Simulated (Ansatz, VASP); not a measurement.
# Cross-check of Hf4Ta2Al3C2N3 (Hf/AlN/TaC) between VASP and Ansatz, part 2 of 2

Wanted: the spread between two codes on one cell, functional and k mesh.

VASP 6.6.1 and Ansatz 0.2.0.

So far: Starting point; VASP: single point, PBE.

## (3) Ansatz: single point, PBE

Level of this step: Ansatz beside VASP: Kohn-Sham DFT, plane waves, PBE (Ansatz).

Ansatz runs on its default PAW (the set named soft_2) files.

The same cell, functional, mesh and smearing now go to Ansatz, which takes its cutoff from its data sets.

Contents of input.yaml:

```yaml
crystal:
  lattice:
    - [3.2, 0.0, 0.0]
    - [-1.6, 2.7712812921, 0.0]
    - [0.0, 0.0, 37.8515152041]
  atoms:
    - { symbol: Hf, position: [0.33333333, 0.66666667, 0.2177628683] }
    - { symbol: Hf, position: [0.0, 0.0, 0.2803783444] }
    - { symbol: Hf, position: [0.33333333, 0.66666667, 0.3478677427] }
    - { symbol: Hf, position: [0.0, 0.0, 0.4174918362] }
    - { symbol: "N", position: [0.0, 0.0, 0.4727129545] }
    - { symbol: "N", position: [0.33333333, 0.66666667, 0.5387138679] }
    - { symbol: "N", position: [0.66666667, 0.33333333, 0.6054492769] }
    - { symbol: Al, position: [0.33333333, 0.66666667, 0.4885870337] }
    - { symbol: Al, position: [0.66666667, 0.33333333, 0.5553548224] }
    - { symbol: Al, position: [0.0, 0.0, 0.6235589744] }
    - { symbol: Ta, position: [0.33333333, 0.66666667, 0.6925995696] }
    - { symbol: Ta, position: [0.0, 0.0, 0.7607923271] }
    - { symbol: C, position: [0.66666667, 0.33333333, 0.7204292108] }
    - { symbol: C, position: [0.33333333, 0.66666667, 0.7857048812] }
hamiltonian:
  xc: pbe
  pseudopotentials: { kind: paw }
kpoints:
  mp_grid: { grid: [9, 9, 1] }
scf:
  occupations: { method: fermi_dirac, width: 0.1 }
  n_extra_bands: 7
efield:
  axis: 3
  dipole_correction: true
  ramp_width: 0.04
output:
  forces: true
  eigenvalues: true
```

Command:

```
$ ansatz run input.yaml --threads 4 --pin off --max-ram 9216MiB --backend cpu --events-out ev --progress --plain --runs-dir out
```

Numbers of over 12 decimals in the logs are rounded to 6 here.

The program printed:

```text
scf.n_extra_bands = 7 over 81 filled bands (N_el = 162.0): the run solves 88 bands
Engine: ansatz 0.2.0, x86_64-unknown-linux-gnu
Pseudopotentials: kind: paw
Pseudopotential: Hf, paw, valence charge 26, recommended cutoff 420 eV (normal), Hf.paw.azcp
Pseudopotential: N, paw, valence charge 5, recommended cutoff 420 eV (normal), N.paw.azcp
Pseudopotential: Al, paw, valence charge 3, recommended cutoff 420 eV (normal), Al.paw.azcp
Pseudopotential: Ta, paw, valence charge 13, recommended cutoff 420 eV (normal), Ta.paw.azcp
Pseudopotential: C, paw, valence charge 4, recommended cutoff 420 eV (normal), C.paw.azcp
Functional definition: PBE
  parameter kappa = 0.804
  parameter beta = 0.066725
  exchange = pbe_x(kappa = kappa, mu = beta*pi^2/3)
  correlation = pbe_c(beta = beta)
Crystal: 14 atoms, lattice volume = 335.671 Å³
Basis set: ecut = 420 eV, 6643 PW (Γ), exchange–correlation on 48×48×512 points (8 copies of the dense FFT grid, shifted against one another)
Bands: 88, of which v1, the nominal top of the filled ones, is band 81 counted from 1 (80 counted from 0)
Symmetry: 6 space group operations
Space group: P3m1 (ITA 156), of the structure as read, at distance tolerance 6.9e-5 Å
k-points: 12 of 81 (time reversal used)
Non-local potential: Hf, projectors of the file, l = 0: 3, l = 1: 2, l = 2: 2, l = 3: 3
Non-local potential: N, projectors of the file, l = 0: 2, l = 1: 2, l = 2: 1
Non-local potential: Al, projectors of the file, l = 0: 2, l = 1: 2, l = 2: 1
Non-local potential: Ta, projectors of the file, l = 0: 3, l = 1: 2, l = 2: 2, l = 3: 1
Non-local potential: C, projectors of the file, l = 0: 2, l = 1: 2, l = 2: 1
PAW form: soft (Blöchl's): semilocal exchange-correlation on the pseudo side does not see the compensation charge
PAW one-centre angular grid: Hf, 590 points (default); XC on 64 Gauss nodes
PAW one-centre angular grid: N, 110 points (default); XC on 64 Gauss nodes
PAW one-centre angular grid: Al, 110 points (default); XC on 64 Gauss nodes
PAW one-centre angular grid: Ta, 590 points (default); XC on 64 Gauss nodes
PAW one-centre angular grid: C, 110 points (default); XC on 64 Gauss nodes
Initial density: superposition of atomic densities (neutral atoms: chi_scale 0, normalization atom), corrected by the library's trained network
Initial wavefunctions: pseudopotential atomic-orbital guess
Functional: x = pbe(κ = 0.804, μ = 0.219515), c = pbe(β = 0.066725)
SCF iter   1: F=—  HF=-86021.279785 eV  |F-HF|=—  |Δ(HF+E_count)|=         —  Δρ=5.50e-3  dr2=9.50e-1  ethr=1.77e-3  p=-0.091 e·Å  D=-4.92e-2 V/Å  ΔV_dip=1.86 eV  dr2_dipole=7.70e-1  V_vac-E_F(+/−)=6.38/4.52 eV  ⟨swp⟩=7.3  Hψ=4442  notcnv=0
efield: sawtooth ramp at fractional position 0.9817 (placed from the atoms, in the widest stretch of the axis that holds none; the zero of the levels goes with the place), width 0.0400; the density the first Hamiltonian is built on has a dipole p = -0.091 e·Å; the dipole correction subtracts the counter field D = -4.92e-2 V/Å, which shifts the + side's vacuum level by +1.86 eV against the − side's; the planar-averaged density in the ramp window peaks in size at 8.7e-5 e/Å³
preconditioner: auto → LDOS  [metal: Δε(μ)=0.019 eV  Ē_g=9.181 eV  σ=0.100 eV  W_gap=0.05  n_scr=94 (ndim 8)  ℏωp=21.6 eV  f_vac=0.349  D(μ)=8.57/eV (n_scr^D=24)  β→1.0]
SCF iter   2: F=—  HF=-86021.249332 eV  |F-HF|=—  |Δ(HF+E_count)|=   3.05e-2  Δρ=2.09e-3  dr2=7.42e-2  ethr=5.86e-4  p=-0.119 e·Å  D=-6.44e-2 V/Å  ΔV_dip=2.44 eV  dr2_dipole=1.64e-2  V_vac-E_F(+/−)=6.76/4.33 eV  ⟨swp⟩=2.0  Hψ=1478  notcnv=0
SCF iter   3: F=—  HF=-86021.248320 eV  |F-HF|=—  |Δ(HF+E_count)|=   1.01e-3  Δρ=9.06e-4  dr2=1.14e-2  ethr=4.58e-5  p=-0.117 e·Å  D=-6.29e-2 V/Å  ΔV_dip=2.38 eV  dr2_dipole=1.37e-3  V_vac-E_F(+/−)=6.74/4.35 eV  ⟨swp⟩=2.0  Hψ=1958  notcnv=0
SCF iter   4: F=—  HF=-86021.247458 eV  |F-HF|=—  |Δ(HF+E_count)|=   8.62e-4  Δρ=2.97e-4  dr2=1.07e-3  ethr=7.04e-6  p=-0.119 e·Å  D=-6.42e-2 V/Å  ΔV_dip=2.43 eV  dr2_dipole=6.21e-5  V_vac-E_F(+/−)=6.76/4.33 eV  ⟨swp⟩=2.8  Hψ=1905  notcnv=0
SCF iter   5: F=—  HF=-86021.247446 eV  |F-HF|=—  |Δ(HF+E_count)|=   1.18e-5  Δρ=1.23e-4  dr2=2.84e-4  ethr=6.62e-7  p=-0.120 e·Å  D=-6.47e-2 V/Å  ΔV_dip=2.45 eV  dr2_dipole=1.32e-4  V_vac-E_F(+/−)=6.76/4.32 eV  ⟨swp⟩=2.1  Hψ=1922  notcnv=0
SCF iter   6: F=—  HF=-86021.247452 eV  |F-HF|=—  |Δ(HF+E_count)|=   6.25e-6  Δρ=5.40e-5  dr2=1.59e-5  ethr=1.75e-7  p=-0.120 e·Å  D=-6.48e-2 V/Å  ΔV_dip=2.45 eV  dr2_dipole=1.20e-6  V_vac-E_F(+/−)=6.77/4.31 eV  ⟨swp⟩=2.1  Hψ=1726  notcnv=0
SCF iter   7: F=—  HF=-86021.247260 eV  |F-HF|=—  |Δ(HF+E_count)|=   1.93e-4  Δρ=1.92e-5  dr2=4.63e-6  ethr=9.84e-9  p=-0.120 e·Å  D=-6.50e-2 V/Å  ΔV_dip=2.46 eV  dr2_dipole=8.22e-7  V_vac-E_F(+/−)=6.77/4.31 eV  ⟨swp⟩=3.0  Hψ=2378  notcnv=0
SCF iter   8: F=—  HF=-86021.247262 eV  |F-HF|=—  |Δ(HF+E_count)|=   2.12e-6  Δρ=7.67e-6  dr2=7.55e-7  ethr=2.86e-9  p=-0.121 e·Å  D=-6.50e-2 V/Å  ΔV_dip=2.46 eV  dr2_dipole=2.74e-7  V_vac-E_F(+/−)=6.77/4.30 eV  ⟨swp⟩=2.1  Hψ=1973  notcnv=0
SCF iter   9: F=-86021.247262 eV  HF=-86021.247262 eV  |F-HF|=1.29e-8  |Δ(HF+E_count)|=   2.86e-7  Δρ=2.65e-6  dr2=7.12e-8  ethr=6.17e-11  p=-0.121 e·Å  D=-6.51e-2 V/Å  ΔV_dip=2.46 eV  dr2_dipole=1.94e-9  V_vac-E_F(+/−)=6.77/4.30 eV  ⟨swp⟩=6.5  Hψ=6293  notcnv=0
SCF 1 converged in 9 iterations: F = -86021.247262 eV  dr2 = 7.12e-8
  greatest PAW one-centre occupation: 1.000 electrons in one spin orbital (limit 2), on the Ta atom at site 11 (counted from 0), in its partial waves of l = 0
SCF converged after 9 iterations
Free energy (F): -86021.247262 eV
Harris-Foulkes:  -86021.247262 eV  (|F-HF|=1.29e-8)
Internal energy: -86020.971190 eV  (E = F + TS)
E sigma→0 (E₀):  -86021.109226 eV
Entropy (-TS):   -0.276072 eV (-19.719 meV/atom)
Fermi energy:    7.379121 eV
Dipole field:    D = -0.065121 V/Å  (p = -0.120802 e·Å, saw-weighted, corrected)
Work function:   Φ+ = 6.7663 eV   Φ− = 4.3014 eV
Levels:          The Fermi level and band energies are counted from a zero that moves with the ramp; work functions are not
--- Per-component energies (eV) ---
  E_band       = -1670.795121
  E_kinetic    = 3067.626887
  E_local      = -303489.995124  (includes V_loc(G=0)·N_el)
  E_nonlocal   = -4728.517494
  E_hartree    = 150016.640577
  E_xc         = -2033.117721
  E_vxc        = -1907.986618  (∫ρ·V_xc dr)
  E_paw        = -46486.173335  (= ΣΔE_a)
  E_vpaw       = 5380.563569  (= ΣTr[D̂ρ^β])
  E_aug_tail   = 0.000548  (compensation charges beyond the density's cutoff)
  E_efield     = 0.003933  (sawtooth field / dipole correction)
  E_vefield    = -25.687525  (∫n·V_field dr)
  E_ewald      = 117632.560539
  E_smearing   = -0.276072  (= −TS)
  E_closure    = 0.000000  (closes the sum)
  Σ components = -86021.247262   (vs F -86021.247262, Δ=0.00e0)
--- Forces (eV/Å), atoms counted from 1 ---
  atom   1  Hf     0.00000000    -0.00000000    -0.14108001
  atom   2  Hf    -0.00000000     0.00000000     0.08391744
  atom   3  Hf     0.00000000    -0.00000000     0.01665585
  atom   4  Hf     0.00000000     0.00000000     0.04679931
  atom   5  N     -0.00000000     0.00000000     0.00623302
  atom   6  N      0.00000000     0.00000000    -0.00214012
  atom   7  N     -0.00000000     0.00000000     0.00000761
  atom   8  Al     0.00000000    -0.00000000     0.01767820
  atom   9  Al     0.00000000    -0.00000000    -0.00988389
  atom  10  Al     0.00000000    -0.00000000    -0.03038262
  atom  11  Ta     0.00000000     0.00000000     0.03337773
  atom  12  Ta     0.00000000     0.00000000     0.15178000
  atom  13  C      0.00000000    -0.00000000    -0.06157107
  atom  14  C      0.00000000     0.00000000    -0.11142360
  max |Σ_I F_I| component: 3.21e-5 eV/Å
--- Band table (eV; the first three rows and the last of 12) ---
  k-point 0: bands = [... 77 lower, 7.1646, 7.4588, 7.9965, 8.2092, 8.2092, 8.4264, 8.4264, 8.5373, ... 3 higher]
  k-point 1: bands = [... 77 lower, 6.9932, 7.4879, 7.5701, 7.9083, 8.0525, 8.1039, 8.1069, 8.5247, ... 3 higher]
  k-point 2: bands = [... 77 lower, 6.4915, 6.7925, 7.1895, 7.3482, 7.3871, 7.5795, 8.2728, 8.3645, ... 3 higher]
  k-point 11: bands = [... 77 lower, 6.4925, 6.9303, 6.9928, 7.0418, 7.2675, 7.4034, 7.5640, 7.8578, ... 3 higher]
```

Wall time 4.5 s (4 threads of AMD EPYC 9B45 (Zen 5), shared host); peak memory 1.1 GiB; 16 s of CPU time.

The column dr2 measures how far the density is from self-consistency, as an energy; F and HF (Harris–Foulkes) agree once it is small.

## (4) Differences

Known differences besides the potentials themselves: the data sets hold 162 valence electrons in Ansatz (default PAW (the set named soft_2) files) and 58 in VASP; the cutoff is 420 eV in Ansatz and 400 eV in VASP (PREC = Normal, projectors in real space). Total energies have different zeros and are not compared.

The two programs side by side:

| quantity | Ansatz | VASP | difference |
| --- | --- | --- | --- |
| work function, lower of the two faces (eV) | 4.30 | 4.30 | 0.00 |
| work function, higher of the two faces (eV) | 6.77 | 6.78 | -0.01 |

At this near-relaxed geometry the largest component of a force difference is 153 meV/Å. VASP's log warns that it found no field-free region in the vacuum, so its work functions are uncertain.

## (5) What the set-up changes

Further runs change the set-up of one program: Ansatz's method, potentials or start, or VASP's data sets, cutoff or form of LDA. The table gives Ansatz less VASP for each quantity, since a change that brings one quantity closer may part another.

| run | r.m.s. force difference (meV/Å) | work function, lower of the two faces (eV) | work function, higher of the two faces (eV) |
| --- | --- | --- | --- |
| as above | 41 | 0.0039 | -0.011 |
| Ansatz's larger PAW set (cutoff 1050 eV) | 44 | 0.0031 | -0.014 |
| norm-conserving potentials (cutoff 1240 eV) | 43 | 0.0052 | -0.020 |

## (6) Summary of results

```
r.m.s. force difference (single point, PBE) : 41 meV/Å
```

What this shows: The r.m.s. force difference is 41 meV/Å (single point, PBE), beyond the 12 meV/Å picked in this series as the mark of a large difference. Single point, PBE, Ansatz's larger PAW set (cutoff 1050 eV): the difference in work function, higher of the two faces goes from -0.011 to -0.014 eV. Single point, PBE, norm-conserving potentials (cutoff 1240 eV): the difference in work function, lower of the two faces goes from 0.0039 to 0.0052 eV; the difference in work function, higher of the two faces goes from -0.011 to -0.020 eV. Such differences can come from data sets, numerical settings and the points named under the comparisons, not from the functional's error against experiment.

[Lines on the potential files, build, host, timing and source positions are cut from VASP's logs without a mark.]

[Logs are printed without paths, hosts, clocks, repeated set-up lines and the standing remarks that a program may print on its own settings, such as how far it seeks lower states.]

[Hosts, paths, dates, database ids (printed as entryN), source tags and the programs' standing remarks are cut or masked in the printed files.]
